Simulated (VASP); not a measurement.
# Al3BiO3 (P6_3/m) in VASP: relaxation of cell and atoms with PBE

Aim: the relaxation of cell and atoms of Al3BiO3 with PBE.

Everything below comes from runs of VASP 6.6.1. Logs are shortened: lines on timing, memory, paths and dates and some standing lists are left out, and cuts for length are marked.

## (1) Starting point

The structure is hexagonal, space group P6_3/m (No. 176). The conventional cell has a = 9.559 Å, b = 9.559 Å, c = 3.168 Å, α = 90.00°, β = 90.00°, γ = 120.00°. Al (site symmetry m) has 3 O at 1.83 to 1.85 Å as nearest neighbours. Around Bi (site symmetry -6) lie 3 Al at 2.77 Å and 2 Bi at 3.17 Å. O (site symmetry m) is surrounded by 3 Al at 1.83 to 1.85 Å.

The cell was built by a generator and needn't be a form met in nature.

## (2) Relaxation of cell and atoms, PBE

File INCAR:

```
SYSTEM = Al3BiO3
ALGO = Normal
EDIFF = 1E-6
EDIFFG = -0.01
ENCUT = 520
GGA = PE
IBRION = 2
ISIF = 3
ISMEAR = 0
KPAR = 4
LASPH = .True.
LCHARG = .False.
LREAL = .False.
LWAVE = .False.
NELM = 120
NSW = 90
PREC = Accurate
SIGMA = 0.1
```

File KPOINTS:

```
k-points
0
Gamma
  4 4 10
  0 0 0
```

File POSCAR:

```
Al3BiO3
1.0
    9.5594121600      0.0000000000      0.0000000000
   -4.7797060800      8.2786937800      0.0000000000
    0.0000000000      0.0000000000      3.1680000000
Al Bi O
6 2 6
Direct
    0.6650589000      0.8676517400      0.2500000000
    0.8676517400      0.2025928400      0.7500000000
    0.2025928400      0.3349411000      0.2500000000
    0.3349411000      0.1323482600      0.7500000000
    0.7974071600      0.6650589000      0.7500000000
    0.1323482600      0.7974071600      0.2500000000
    0.6666666700      0.3333333300      0.7500000000
    0.3333333300      0.6666666700      0.2500000000
    0.7409835800      0.9820375300      0.7500000000
    0.9820375300      0.2410539500      0.2500000000
    0.2410539500      0.2590164200      0.7500000000
    0.2590164200      0.0179624700      0.2500000000
    0.7589460500      0.7409835800      0.2500000000
    0.0179624700      0.7589460500      0.7500000000
```

Potentials or basis: VASP PAW PBE potentials, release 64 (Al, Bi_d, O).

Started as:

```console
$ cat potpaw_PBE.64/Al/POTCAR potpaw_PBE.64/Bi_d/POTCAR potpaw_PBE.64/O/POTCAR > POTCAR
$ mpirun -np 4 vasp_std > vasp.out
```

OUTCAR:

```text
SYSTEM = Al3BiO3
   EDIFF = 1E-6
   EDIFFG = -0.01
   ENCUT = 520
   GGA = PE
   IBRION = 2
   ISIF = 3
   ISMEAR = 0
   LASPH = .True.
   LREAL = .False.
   NELM = 120
   NSW = 90
   PREC = Accurate

 ion  position               nearest neighbor table
   1  0.665  0.868  0.250-  13 1.83   9 1.85   9 1.85   8 2.77   5 3.21   5 3.21   2 3.21   2 3.21

   2  0.868  0.203  0.750-   9 1.83  10 1.85  10 1.85   7 2.77   3 3.21   3 3.21   1 3.21   1 3.21

   3  0.203  0.335  0.250-  10 1.83  11 1.85  11 1.85   8 2.77   2 3.21   2 3.21   4 3.21   4 3.21
[... 7 lines left out ...]
   7  0.667  0.333  0.750-   2 2.77   4 2.77   5 2.77
   8  0.333  0.667  0.250-   6 2.77   1 2.77   3 2.77
   9  0.741  0.982  0.750-   2 1.83   1 1.85   1 1.85
  10  0.982  0.241  0.250-   3 1.83   2 1.85   2 1.85
  11  0.241  0.259  0.750-   4 1.83   3 1.85   3 1.85
  12  0.259  0.018  0.250-   6 1.83   4 1.85   4 1.85
  13  0.759  0.741  0.250-   1 1.83   5 1.85   5 1.85
  14  0.018  0.759  0.750-   5 1.83   6 1.85   6 1.85

  LATTYP: Found a hexagonal cell.
 ALAT       =     9.5594121600
 C/A-ratio  =     0.3314011308

  Lattice vectors:

 A1 = (   9.5594121600,   0.0000000000,   0.0000000000)
 A2 = (  -4.7797060800,   8.2786937800,   0.0000000000)
 A3 = (   0.0000000000,   0.0000000000,   3.1680000000)

Analysis of symmetry for initial positions (statically):
=====================================================================
 Subroutine PRICEL returns:
 Original cell was already a primitive cell.

 Routine SETGRP: Setting up the symmetry group for a
 hexagonal supercell.

 Subroutine GETGRP returns: Found 12 space group operations
 (whereof  6 operations were pure point group operations)
 out of a pool of 24 trial point group operations.

The static configuration has the point symmetry S_6 .
 The point group associated with its full space group is C_6h.

Analysis of symmetry for dynamics (positions and initial velocities):
=====================================================================
 Subroutine PRICEL returns:
 Original cell was already a primitive cell.

 Routine SETGRP: Setting up the symmetry group for a
 hexagonal supercell.

 Subroutine GETGRP returns: Found 12 space group operations
 (whereof  6 operations were pure point group operations)
 out of a pool of 24 trial point group operations.

The dynamic configuration has the point symmetry S_6 .
 The point group associated with its full space group is C_6h.
[... 124 lines left out ...]
   EDIFFG = -.1E-01   stopping-criterion for IOM
   NSW    =     90    number of steps for IOM
   IBRION =      2    ionic relax: 0-MD 1-quasi-New 2-CG
   NFREE  =      1    steps in history (QN), initial steepest desc. (CG)
   ISIF   =      3    stress and relaxation
   ISYM   =      2    0-nonsym 1-usesym 2-fastsym
   POTIM  = 0.5000    time-step for ionic-motion
   TEBEG  =    0.0;   TEEND  =   0.0 temperature during run
   PSTRESS=    0.0 pullay stress
   NELECT =      84.0000    total number of electrons
   NUPDOWN=      -1.0000    fix difference up-down
   EMIN   =  10.00;   EMAX   =-10.00  energy-range for DOS
   EFERMI =   0.00;   METHOD = LEGACY
   ISMEAR =     0;   SIGMA  =   0.10  broadening in eV -4-tet -1-fermi 0-gaus
   EFERMI_NEDOS =   21; number of points for ismear=-14 and -15
   IALGO  =     38    algorithm
   IMIX   =      4    mixing-type and parameters
     AMIX     =   0.40;   BMIX     =  1.00
     AMIX_MAG =   1.60;   BMIX_MAG =  1.00
  volume/ion in A,a.u.               =      17.91       120.85
  Fermi-wavevector in a.u.,A,eV,Ry     =   1.137039  2.148691 17.590384  1.292857
  Thomas-Fermi vector in A             =   2.273744
   LORBIT       =      0    0 simple, 1 ext, 2 COOP (PROOUT), +10 PAW based schemes
   GGA     = PE    functional components
   LHFCALC =     F    Hartree Fock is set to
   AEXX    =    0.0000 exact exchange contribution
   IVDW    =     0    specifies the selected vdW correction
   LEPSILON=     F    determine dielectric tensor
   LRPA    =     F    only Hartree local field effects (RPA)
 conjugate gradient relaxation of ions
 non-spin polarized calculation
 Gauss-broadening in eV      SIGMA  =   0.10
  energy-cutoff  :      520.00
  volume of cell :      250.71
 maximum number of plane-waves:      6792
 NGX is ok and might be reduce to    72
   NGX = 35   NGY = 35   NGZ = 11

--------------------------------------- Ionic step        1  -------------------------------------------

 number of electron      83.9999995 magnetization

 Free energy of the ion-electron system (eV)
  ---------------------------------------------------
  ext. energy  EPLUGINS =         0.00000000
  ---------------------------------------------------
  free energy    TOTEN  =       -86.52826258 eV

  energy without entropy =      -86.50437365  energy(sigma->0) =      -86.51631811

------------------------ aborting loop because EDIFF is reached ----------------------------------------

  FORCE on cell =-STRESS in cart. coord.  units (eV):
  Direction    XX          YY          ZZ          XY          YZ          ZX
  --------------------------------------------------------------------------------------
  -------------------------------------------------------------------------------------
  Total        0.7222062      0.7222062     -0.6641303     -0.0000001      0.0000000      0.0000000
  in kB        4.6152331      4.6152332     -4.2441011     -0.0000005      0.0000000      0.0000000
  external PRESSURE =       1.6621217 kB  Pullay stress =       0.0000000 kB
[... 125 lines left out ...]
  FREE ENERGIE OF THE ION-ELECTRON SYSTEM (eV)
  ---------------------------------------------------
  free  energy   TOTEN  =       -86.5348624520 eV

  energy  without entropy=      -86.5067259029  energy(sigma->0) =      -86.52079418

[... ionic steps 4 to 46 ...]

--------------------------------------- Ionic step       47  -------------------------------------------

 number of electron      84.0000027 magnetization

------------------------ aborting loop because EDIFF is reached ----------------------------------------
[... 91 lines left out ...]
--------------------------------------- Ionic step       49  -------------------------------------------

 number of electron      84.0000028 magnetization

 Free energy of the ion-electron system (eV)
  ---------------------------------------------------
  ext. energy  EPLUGINS =         0.00000000
  ---------------------------------------------------
  free energy    TOTEN  =       -86.61375020 eV

  energy without entropy =      -86.59507126  energy(sigma->0) =      -86.60441073

 E-fermi :   6.2455     XC(G=0):  -8.8843

 val. band max:        6.1904076623   @ k =   0.2500  -0.0000   0.0000
 cond. band min:       6.2508118714   @ k =   0.5000  -0.0000   0.3000
 fundamental gap:      0.0604042090
 Fermi energy:         6.2454669625

 k-point     1 :       0.0000    0.0000    0.0000
  band No.  band energies     occupation
      1     -17.6160      2.00000
      2     -17.6157      2.00000
      3     -17.2643      2.00000
      4     -17.2643      2.00000
      5     -17.2637      2.00000
      6     -17.2637      2.00000
[... 1302 lines left out ...]
  FREE ENERGIE OF THE ION-ELECTRON SYSTEM (eV)
  ---------------------------------------------------
  free  energy   TOTEN  =       -86.6137502030 eV

  energy  without entropy=      -86.5950712613  energy(sigma->0) =      -86.60441073

 reached required accuracy - stopping structural energy minimisation
```

OSZICAR:

```text
N       E                     dE             d eps       ncg     rms          rms(c)
DAV:   1     0.794888684539E+03    0.79489E+03   -0.40160E+04  2480   0.164E+03
DAV:   2     0.204382373184E+02   -0.77445E+03   -0.74620E+03  2770   0.411E+02
DAV:   3    -0.924955797927E+02   -0.11293E+03   -0.11177E+03  2928   0.177E+02
[... 432 lines left out ...]
DAV:   1    -0.866139292976E+02   -0.26162E-03   -0.21486E-02  2584   0.938E-01    0.924E-02
DAV:   2    -0.866137722293E+02    0.15707E-03   -0.92556E-04  2834   0.197E-01    0.296E-02
DAV:   3    -0.866137538159E+02    0.18413E-04   -0.10053E-04  2904   0.658E-02    0.100E-02
DAV:   4    -0.866137509590E+02    0.28569E-05   -0.17874E-05  2852   0.260E-02    0.553E-03
DAV:   5    -0.866137502030E+02    0.75603E-06   -0.16882E-06  1346   0.813E-03
  49 F= -.86613750E+02 E0= -.86604411E+02  d E =-.909151E-04
```

CONTCAR:

```text
Al3BiO3
   1.00000000000000
     9.9101624597600697    0.0000001868404737    0.0000000000000000
    -4.9550813916886334    8.5824523570213724   -0.0000000000000000
    -0.0000000000000000    0.0000000000000000    3.0712552004322005
  Al              Bi              O
     6     2     6
Direct
[... 18 lines left out ...]
  0.00000000E+00  0.00000000E+00  0.00000000E+00
  0.00000000E+00  0.00000000E+00  0.00000000E+00
  0.00000000E+00  0.00000000E+00  0.00000000E+00
  0.00000000E+00  0.00000000E+00  0.00000000E+00
  0.00000000E+00  0.00000000E+00  0.00000000E+00
  0.00000000E+00  0.00000000E+00  0.00000000E+00
  0.00000000E+00  0.00000000E+00  0.00000000E+00
  0.00000000E+00  0.00000000E+00  0.00000000E+00
  0.00000000E+00  0.00000000E+00  0.00000000E+00
  0.00000000E+00  0.00000000E+00  0.00000000E+00
  0.00000000E+00  0.00000000E+00  0.00000000E+00
```

Wall time 24 min (4 MPI ranks of AMD EPYC 9R45 (Zen 5), shared host); peak memory 0.53 GiB.

What came out:

```yaml
Free_energy: -86.6138 eV
Relaxed_volume: 18.66 Å³/atom
Relaxed_cell: a = 9.910 Å, b = 9.910 Å, c = 3.071 Å, α = 90.00°, β = 90.00°, γ = 120.00°
Space_group_after_relaxing_to_0.05_Å: P6_3/m (No. 176)
Energy_gained_by_relaxing: 6.1 meV/atom
Ionic_steps: 49
Pressure_after_relaxing: 0.0 GPa
Largest_force_after_relaxing: 0.005 eV/Å
Band_gap_on_the_k_mesh: none (metal or under the smearing width)
```

Forces on the atoms (eV/Å):
```
Al   0.001 -0.005  0.000
Al  -0.004 -0.003  0.000
Al  -0.005  0.001  0.000
Al  -0.001  0.005  0.000
Al   0.005 -0.001  0.000
Al   0.004  0.003  0.000
Bi   0.000  0.000  0.000
Bi   0.000  0.000  0.000
O   -0.002  0.002  0.000
O    0.001  0.003  0.000
O    0.003  0.001  0.000
O    0.002 -0.002  0.000
O   -0.003 -0.001  0.000
O   -0.001 -0.003  0.000
```

Step by step:
| step | energy change (eV) | largest force (eV/Å) | pressure (GPa) | volume (Å³) |
| --- | --- | --- | --- | --- |
| 1 | 0.0000 | 0.0444 | 0.17 | 250.71 |
| 3 | -0.0066 | 0.1458 | 0.03 | 252.28 |
| 5 | -0.0170 | 0.0905 | -0.01 | 253.80 |
| 7 | -0.0330 | 0.3535 | -0.44 | 260.53 |
| 9 | -0.0362 | 0.2678 | -0.30 | 259.05 |
| 11 | -0.0411 | 0.2791 | -0.32 | 259.86 |
| 13 | -0.0429 | 0.2875 | -0.34 | 260.44 |
| 15 | -0.0521 | 0.2022 | -0.16 | 260.02 |
| 17 | -0.0581 | 0.1073 | 0.13 | 259.33 |
| 19 | -0.0612 | 0.0816 | -0.01 | 259.63 |
| 21 | -0.0652 | 0.0839 | -0.15 | 259.89 |
| 23 | -0.0662 | 0.0692 | 0.63 | 258.14 |
| 25 | -0.0700 | 0.0349 | 0.18 | 259.30 |
| 27 | -0.0721 | 0.0445 | 0.01 | 260.25 |
| 29 | -0.0729 | 0.0532 | 0.00 | 260.48 |
| 31 | -0.0739 | 0.0803 | -0.26 | 261.77 |
| 33 | -0.0754 | 0.0502 | -0.10 | 261.12 |
| 35 | -0.0768 | 0.0978 | 0.51 | 259.82 |
| 37 | -0.0781 | 0.0663 | 0.27 | 260.33 |
| 39 | -0.0820 | 0.0526 | 0.14 | 260.61 |
| 41 | -0.0842 | 0.0281 | 0.00 | 260.96 |
| 43 | -0.0843 | 0.0323 | 0.03 | 260.94 |
| 45 | -0.0852 | 0.0175 | -0.03 | 261.19 |
| 47 | -0.0854 | 0.0184 | -0.06 | 261.37 |
| 49 | -0.0855 | 0.0049 | 0.03 | 261.22 |

Final structure:
```yaml
crystal:
  lattice:
    - [9.91016, 0.00000, 0.00000]
    - [-4.95508, 8.58245, 0.00000]
    - [0.00000, 0.00000, 3.07126]
  atoms:
    - { symbol: Al, position: [0.66858, 0.85350, 0.25000] }
    - { symbol: Al, position: [0.85350, 0.18492, 0.75000] }
    - { symbol: Al, position: [0.18492, 0.33142, 0.25000] }
    - { symbol: Al, position: [0.33142, 0.14650, 0.75000] }
    - { symbol: Al, position: [0.81508, 0.66858, 0.75000] }
    - { symbol: Al, position: [0.14650, 0.81508, 0.25000] }
    - { symbol: Bi, position: [0.66667, 0.33333, 0.75000] }
    - { symbol: Bi, position: [0.33333, 0.66667, 0.25000] }
    - { symbol: O, position: [0.74069, 0.97105, 0.75000] }
    - { symbol: O, position: [0.97105, 0.23035, 0.25000] }
    - { symbol: O, position: [0.23035, 0.25931, 0.75000] }
    - { symbol: O, position: [0.25931, 0.02895, 0.25000] }
    - { symbol: O, position: [0.76965, 0.74069, 0.25000] }
    - { symbol: O, position: [0.02895, 0.76965, 0.75000] }
```

Caveat: spin-orbit coupling is left out, which moves the levels of the heavy elements.
